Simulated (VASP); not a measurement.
Crystal: SrZr2O3.

```xyz
6
Lattice="5.5945 0.0000 0.0000 -2.7972 4.8450 0.0000 0.0000 0.0000 3.2190" Properties=species:S:1:pos:R:3 pbc="T T T"
Sr    0.0000    0.0000    1.6095
Zr    0.0000    3.2300    1.6095
Zr    2.7972    1.6150    1.6095
O    -1.3986    2.4225    0.0000
O     2.7972    0.0000    0.0000
O     1.3986    2.4225    0.0000
```

The cell was built by a generator and needn't be a form met in nature.

* Program: VASP 6.6.1
* Task: relaxation of cell and atoms
* Functional: PBE
* Potentials or basis: VASP PAW PBE potentials, release 64 (Sr_sv, Zr_sv, O)
* Cutoff: 520 eV
* k mesh: 3 × 3 × 4
* Occupations: gaussian, width 0.15 eV
* Spin: no spin polarisation

At the start: pressure 1.0 GPa; volume 14.54 Å³/atom.

How do energy, volume and symmetry change on relaxing?

Over 4 steps the energy falls by 2.0 meV/atom and the volume is 14.68 Å³/atom (+1.0 %); space group P6/mmm (No. 191, to 0.05 Å).

Step by step:
```
step  energy change (eV)  largest force (eV/Å)  pressure (GPa)  volume (Å³)
   1              0.0000                0.0000            0.99        87.25
   2             -0.0115                0.0000           -0.29        88.38
   3             -0.0117                0.0000           -0.51        88.55
   4             -0.0122                0.0000            0.24        88.10
```

Final structure:
```cif
data_structure
_symmetry_space_group_name_H-M 'P 1'
_symmetry_Int_Tables_number 1
_cell_length_a 5.6499
_cell_length_b 5.6499
_cell_length_c 3.1869
_cell_angle_alpha 90.000
_cell_angle_beta 90.000
_cell_angle_gamma 120.000
_cell_volume 88.10
loop_
_atom_site_label
_atom_site_type_symbol
_atom_site_fract_x
_atom_site_fract_y
_atom_site_fract_z
_atom_site_occupancy
Sr1 Sr 0.00000 0.00000 0.50000 1
Zr1 Zr 0.33333 0.66667 0.50000 1
Zr2 Zr 0.66667 0.33333 0.50000 1
O1 O 0.00000 0.50000 0.00000 1
O2 O 0.50000 0.00000 0.00000 1
O3 O 0.50000 0.50000 0.00000 1
```

Caveat: the k mesh is coarse (spacing up to 0.49 Å⁻¹), so the values aren't converged.
